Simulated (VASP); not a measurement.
A VASP calculation is set up with these files.

**POSCAR**
```
BeMg3Te4
1
   -0.0000000000     3.0973693924     3.0973693924
    3.0973693924    -0.0000000000     3.0973693924
   12.5870533570    12.5870533570    -0.1975757873
Mg Te Be
3 4 1
Direct
  0.0188995091   0.0188995091   0.9858253682
  0.0026435256   0.0026435256   0.2480173557
  0.9865297514   0.9865297514   0.5101026865
  0.2545803818   0.2545803818   0.0590647138
  0.2387045677   0.2387045677   0.3209715742
  0.2231423507   0.2231423507   0.5826432369
  0.2730330995   0.2730330995   0.7952251754
  0.0024668143   0.0024668143   0.7481498893
```

### KPOINTS
```
Automatic mesh
0
Gamma
7 7 2
0 0 0
```

INCAR:
```
LWAVE = .FALSE.
LEFG = .TRUE.
EDIFF = 1E-7   # SCF stop (eV)
LORBIT = 11   # lm-projected
LASPH = .TRUE.
LCHARG = .TRUE.
ISIF = 2   # forces and stress, cell fixed
PREC = Accurate
ENCUT = 400   # plane-wave cut-off (eV)
LMAXMIX = 4   # l cut-off of mixed one-centre charges
LREAL = .FALSE.   # projection in real space or not
ISMEAR = -5
NEDOS = 601
GGA = PS
SYSTEM = BeMg3Te4
NELM = 100   # most electronic steps
ALGO = Normal   # blocked Davidson
```

POTCAR, in this order: Mg Te Be (PBE.64 set). Program: vasp_std.

Problem. Write an equivalent input for Quantum ESPRESSO's pw.x.

Solution. One equivalent input (not run):
```
&CONTROL
  calculation = 'scf'
  pseudo_dir = './pseudo'
  outdir = './out'
  tprnfor = .true.
  tstress = .true.
/
&SYSTEM
  ibrav = 0
  nat = 8
  ntyp = 3
  ecutwfc = 88
  occupations = 'tetrahedra'
  input_dft = 'pbesol'
/
&ELECTRONS
  conv_thr = 7.3e-09
  electron_maxstep = 100
/
ATOMIC_SPECIES
  Mg 24.305 Mg.upf
  Te 127.600 Te.upf
  Be 9.012 Be.upf
CELL_PARAMETERS angstrom
    -0.0000000    3.0973694    3.0973694
     3.0973694   -0.0000000    3.0973694
    12.5870534   12.5870534   -0.1975758
ATOMIC_POSITIONS crystal
  Mg   0.0188995  0.0188995  0.9858254
  Mg   0.0026435  0.0026435  0.2480174
  Mg   0.9865298  0.9865298  0.5101027
  Te   0.2545804  0.2545804  0.0590647
  Te   0.2387046  0.2387046  0.3209716
  Te   0.2231424  0.2231424  0.5826432
  Te   0.2730331  0.2730331  0.7952252
  Be   0.0024668  0.0024668  0.7481499
K_POINTS automatic
  7 7 2 0 0 0
```
The two are equivalent in intent, not identical: the potentials are each code's own (VASP's PAW set, PseudoDojo norm-conserving files in pw.x), so ENCUT and ecutwfc are chosen apart and not converted; conv_thr bounds pw.x's estimated SCF error, while EDIFF bounds the energy change between steps; the field gradients of LEFG aren't asked of the other code.

The structure was generated: BeMg3Te4 was put into an ordered model structure (R3m), which need not be its known phase. It was relaxed first.
